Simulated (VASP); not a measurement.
Calculation: LDA (Ceperley-Alder, Perdew-Zunger), VASP's LDA PAW potentials (set 64) (plane waves; VASP).

VASP input:

### INCAR
```
ALGO=Normal
EDIFF=1E-7
ENCUT=530
IBRION=6
ISIF=3
ISMEAR=1
LASPH=.TRUE.
LCHARG=.FALSE.
LMAXMIX=6
LREAL=.FALSE.
LWAVE=.FALSE.
NELM=100
NFREE=2
NSW=1
POTIM=0.015
PREC=Accurate
SIGMA=0.1
SYSTEM=PtSe2
```

**KPOINTS**
```
Automatic mesh
0
Gamma
9 9 6
0 0 0
```

POSCAR:
```
PtSe2
1
    3.7449848361    -0.0000000000    -0.0000000000
   -1.8724924180     3.2432521128    -0.0000000000
    0.0000000000     0.0000000000     4.7526762549
Pt Se
1 2
Direct
  0.0000000000   1.0000000000   0.0000000000
  0.6666670000   0.3333330000   0.7343720266
  0.3333330000   0.6666670000   0.2656279734
```

POTCAR, in this order: Pt Se (LDA.64 set). Program: vasp_std.

The resulting files:

OUTCAR:
```
 ion  position               nearest neighbor table
   1  0.000  0.000  0.000-   2 2.50   3 2.50   2 2.50   3 2.50   2 2.50   3 2.50
   2  0.667  0.333  0.734-   1 2.50   1 2.50   1 2.50
   3  0.333  0.667  0.266-   1 2.50   1 2.50   1 2.50
  LATTYP: Found a hexagonal cell.
 ALAT       =     3.7449848361
 C/A-ratio  =     1.2690775698
 Subroutine PRICEL returns:
 Original cell was already a primitive cell.
 Subroutine GETGRP returns: Found 12 space group operations
The static configuration has the point symmetry D_3d.
The dynamic configuration has the point symmetry D_3d.
 Subroutine INISYM returns: Found 12 space group operations
 Subroutine IBZKPT returns following result:
 Found     62 irreducible k-points:

 Following reciprocal coordinates:
            Coordinates               Weight
  0.000000  0.000000  0.000000      1.000000
  0.111111  0.000000  0.000000      6.000000
  0.222222  0.000000  0.000000      6.000000
  0.333333  0.000000  0.000000      6.000000
  0.444444  0.000000  0.000000      6.000000
  0.111111  0.111111  0.000000      6.000000
  0.222222  0.111111  0.000000     12.000000
  0.333333  0.111111  0.000000     12.000000
  0.444444  0.111111  0.000000      6.000000
  0.222222  0.222222  0.000000      6.000000
  0.333333  0.222222  0.000000     12.000000
  0.333333  0.333333  0.000000      2.000000
  0.000000  0.000000  0.166667      2.000000
  0.111111  0.000000  0.166667      6.000000
  0.000000  0.111111  0.166667      6.000000
  0.222222  0.000000  0.166667      6.000000
  0.000000  0.222222  0.166667      6.000000
  0.333333  0.000000  0.166667      6.000000
  0.000000  0.333333  0.166667      6.000000
  0.444444  0.000000  0.166667      6.000000
  0.000000  0.444444  0.166667      6.000000
  0.111111  0.111111  0.166667     12.000000
...
```

### OSZICAR
```
       N       E                     dE             d eps       ncg     rms          rms(c)
DAV:   1     0.114770789191E+03    0.11477E+03   -0.10437E+04  1876   0.132E+03
DAV:   2    -0.130306751585E+02   -0.12780E+03   -0.12485E+03  2406   0.242E+02
DAV:   3    -0.178508790813E+02   -0.48202E+01   -0.48008E+01  2280   0.498E+01
DAV:   4    -0.178863531467E+02   -0.35474E-01   -0.35471E-01  2266   0.465E+00
DAV:   5    -0.178867277380E+02   -0.37459E-03   -0.37459E-03  2322   0.450E-01    0.133E+01
DAV:   6    -0.173181683233E+02    0.56856E+00   -0.48396E+00  1881   0.214E+01    0.806E+00
DAV:   7    -0.171245215172E+02    0.19365E+00   -0.91730E-01  1895   0.104E+01    0.395E+00
DAV:   8    -0.170937692185E+02    0.30752E-01   -0.67872E-02  2007   0.199E+00    0.831E-01
DAV:   9    -0.170902468572E+02    0.35224E-02   -0.86678E-03  2105   0.957E-01    0.192E-01
DAV:  10    -0.170902444678E+02    0.23894E-05   -0.12674E-03  2112   0.263E-01    0.408E-02
DAV:  11    -0.170902409821E+02    0.34857E-05   -0.41890E-05  2266   0.598E-02    0.256E-02
DAV:  12    -0.170902406117E+02    0.37038E-06   -0.44950E-06  2120   0.145E-02    0.424E-03
DAV:  13    -0.170902404197E+02    0.19199E-06   -0.77388E-07  2091   0.770E-03    0.102E-03
DAV:  14    -0.170902404149E+02    0.47908E-08   -0.60688E-08  1042   0.197E-03
   1 F= -.17090240E+02 E0= -.17090336E+02  d E =0.286833E-03
 Found     4 degrees of freedom:
 Adding 6 more for cell shape distortion
```

### OUTCAR
```
------------------------ aborting loop because EDIFF is reached ----------------------------------------
  FORCE on cell =-STRESS in cart. coord.  units (eV):
  Direction    XX          YY          ZZ          XY          YZ          ZX
  --------------------------------------------------------------------------------------
  Total        0.0010194      0.0010194      0.0468933      0.0000000      0.0000000      0.0000000
  in kB        0.0282939      0.0282939      1.3015232      0.0000000      0.0000000      0.0000000
  external PRESSURE =       0.4527037 kB  Pullay stress =       0.0000000 kB
  volume of cell :       57.73
      direct lattice vectors                 reciprocal lattice vectors
     3.744984836  0.000000000  0.000000000     0.267023778  0.154166245  0.000000000
    -1.872492418  3.243252113  0.000000000     0.000000000  0.308332490  0.000000000
     0.000000000  0.000000000  4.752676255     0.000000000  0.000000000  0.210407767
 POSITION                                       TOTAL-FORCE (eV/Angst)
 -----------------------------------------------------------------------------------
      0.00000      0.00000      0.00000        -0.000000      0.000000     -0.000000
      1.87249      1.08108      3.49023        -0.000000      0.000000      0.000979
     -0.00000      2.16217      1.26244         0.000000      0.000000     -0.000979
 -----------------------------------------------------------------------------------
    total drift:                               -0.000000      0.000000      0.000000
  FREE ENERGIE OF THE ION-ELECTRON SYSTEM (eV)
  ---------------------------------------------------
  free  energy   TOTEN  =       -17.0902404149 eV

  energy  without entropy=      -17.0905272481  energy(sigma->0) =      -17.09033603
```
(Selected blocks of OUTCAR.)

File stdout:
```
...
 entering main loop
       N       E                     dE             d eps       ncg     rms          rms(c)
DAV:   1     0.114770789191E+03    0.11477E+03   -0.10437E+04  1876   0.132E+03
DAV:   2    -0.130306751585E+02   -0.12780E+03   -0.12485E+03  2406   0.242E+02
DAV:   3    -0.178508790813E+02   -0.48202E+01   -0.48008E+01  2280   0.498E+01
DAV:   4    -0.178863531467E+02   -0.35474E-01   -0.35471E-01  2266   0.465E+00
DAV:   5    -0.178867277380E+02   -0.37459E-03   -0.37459E-03  2322   0.450E-01    0.133E+01
DAV:   6    -0.173181683233E+02    0.56856E+00   -0.48396E+00  1881   0.214E+01    0.806E+00
DAV:   7    -0.171245215172E+02    0.19365E+00   -0.91730E-01  1895   0.104E+01    0.395E+00
DAV:   8    -0.170937692185E+02    0.30752E-01   -0.67872E-02  2007   0.199E+00    0.831E-01
DAV:   9    -0.170902468572E+02    0.35224E-02   -0.86678E-03  2105   0.957E-01    0.192E-01
DAV:  10    -0.170902444678E+02    0.23894E-05   -0.12674E-03  2112   0.263E-01    0.408E-02
DAV:  11    -0.170902409821E+02    0.34857E-05   -0.41890E-05  2266   0.598E-02    0.256E-02
DAV:  12    -0.170902406117E+02    0.37038E-06   -0.44950E-06  2120   0.145E-02    0.424E-03
DAV:  13    -0.170902404197E+02    0.19199E-06   -0.77388E-07  2091   0.770E-03    0.102E-03
DAV:  14    -0.170902404149E+02    0.47908E-08   -0.60688E-08  1042   0.197E-03
   1 F= -.17090240E+02 E0= -.17090336E+02  d E =0.286833E-03
 Found     4 degrees of freedom:
 Adding 6 more for cell shape distortion
 Finite differences POTIM= 0.01500 DOF=  10

 -----------------------------------------------------------------------------
|                                                                             |
|     EEEEEEE  RRRRRR   RRRRRR   OOOOOOO  RRRRRR      ###     ###     ###     |
|     E        R     R  R     R  O     O  R     R     ###     ###     ###     |
|     E        R     R  R     R  O     O  R     R     ###     ###     ###     |
|     EEEEE    RRRRRR   RRRRRR   O     O  RRRRRR       #       #       #      |
|     E        R   R    R   R    O     O  R   R                               |
|     E        R    R   R    R   O     O  R    R      ###     ###     ###     |
|     EEEEEEE  R     R  R     R  OOOOOOO  R     R     ###     ###     ###     |
|                                                                             |
|     RE_READ_KPOINTS: the new IBZ does not contain all k-points of the       |
|     original IBZ.                                                           |
|                                                                             |
|     ... try setting KBLOWUP=.FALSE.                                         |
|     ... as a last resort: switch off symmetry                               |
|                                                                             |
|       ---->  I REFUSE TO CONTINUE WITH THIS SICK JOB ... BYE!!! <----       |
|                                                                             |
 -----------------------------------------------------------------------------
```

VASP stops with an error: RE_READ_KPOINTS: the new IBZ does not contain all k-points of the original IBZ. ... try setting KBLOWUP=.FALSE. ... as a last resort: switch off symmetry ----> I REFUSE TO CONTINUE WITH THIS SICK JOB ... BYE!!! <----

The structure comes from a computed database's PtSe2 entry (P-3m1); how it stands against other phases isn't given here. It was relaxed first, which changed the volume by -17 %.
